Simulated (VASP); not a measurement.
# As: equilibrium volume by level of theory

```cif
data_structure
_symmetry_space_group_name_H-M 'P 1'
_symmetry_Int_Tables_number 1
_cell_length_a 4.1063
_cell_length_b 4.1063
_cell_length_c 4.1063
_cell_angle_alpha 54.487
_cell_angle_beta 54.487
_cell_angle_gamma 54.487
_cell_volume 42.67
loop_
_atom_site_label
_atom_site_type_symbol
_atom_site_fract_x
_atom_site_fract_y
_atom_site_fract_z
_atom_site_occupancy
As1 As 0.22754 0.22754 0.22754 1
As2 As 0.77246 0.77246 0.77246 1
```

```csv
rung,level,program and potentials,cutoff (eV),k mesh,smearing,equilibrium volume (Å³/atom),notes
LDA,LDA,"VASP, LDA PAW files As, 600 eV",600,15 × 15 × 15,gaussian 0.1,20.44,-
GGA,PBE,"VASP, PBE PAW files As, 600 eV",600,15 × 15 × 15,gaussian 0.1,22.72,-
GGA + dispersion,PBE+D3(BJ),"VASP, PBE PAW files As, 600 eV",600,15 × 15 × 15,gaussian 0.1,20.91,-
GGA,PBEsol,"VASP, PBE PAW files As, 300 eV",300,15 × 15 × 15,gaussian 0.1,20.89,potentials made for PBE
GGA,PBEsol,"VASP, PBE PAW files As, 480 eV",480,15 × 15 × 15,gaussian 0.1,20.89,potentials made for PBE
GGA,PBEsol,"VASP, PBE PAW files As, 580 eV",580,15 × 15 × 15,gaussian 0.1,20.90,potentials made for PBE
GGA,PBEsol,"VASP, PBE PAW files As, 600 eV",600,6 × 6 × 6,gaussian 0.1,21.09,potentials made for PBE
GGA,PBEsol,"VASP, PBE PAW files As, 600 eV",600,15 × 15 × 15,gaussian 0.1,20.90,potentials made for PBE
```

Task: relaxation of cell and atoms. All rows: no spin polarisation. Smearing widths are in eV. For a metal such meshes aren't converged. Meshes differ between rows, which moves values too. Meshes are those of the run's cell of 2 atoms unless a note names another. Relaxations start from the cell shown or near it and stop with a little pressure left. Runs on faulty files, with rough fits or with known faults for this quantity aren't shown. No row holds spin-orbit coupling.

By rung: LDA 20.44; GGA 20.89 to 22.72; GGA + dispersion 20.91 (Å³/atom).
